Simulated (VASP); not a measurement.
BaMg (space group Pmma): computed properties

Calculation: PBEsol GGA, VASP's PBE PAW potentials (set 64) (plane waves; VASP).

For BaMg, the space group is Pmma (51) and the cell is a = 6.062 Å, b = 4.294 Å, c = 6.068 Å, α = β = γ = 90.00°. The volume per atom is 39.49 Å^3/atom and the band gap (over mesh and band path) comes out as none (metal, semimetal or under 0.01 eV). The density is 3.40 g/cm³.

```cif
data_Ba2Mg2
_chemical_formula_sum 'Ba2 Mg2'
_space_group_name_H-M_alt 'P 1'
_space_group_IT_number 1
_cell_length_a 6.06215
_cell_length_b 4.29378
_cell_length_c 6.06811
_cell_angle_alpha 90.000
_cell_angle_beta 90.000
_cell_angle_gamma 90.000
loop_
_space_group_symop_operation_xyz
  'x, y, z'
loop_
_atom_site_label
_atom_site_type_symbol
_atom_site_fract_x
_atom_site_fract_y
_atom_site_fract_z
_atom_site_occupancy
Ba1 Ba 0.75000 0.00000 0.24467 1
Ba2 Ba 0.25000 0.00000 0.75533 1
Mg1 Mg 0.25000 0.50000 0.25803 1
Mg2 Mg 0.75000 0.50000 0.74197 1
```

Unless said otherwise, spin-orbit coupling is left out, though it shifts the bands of the heavy elements here.

The structure comes from a computed database's BaMg entry (Pmma); how it stands against other phases isn't given here. It was relaxed first, which changed the volume by -6 %. Symmetry was kept, so distortions that lower it aren't found.
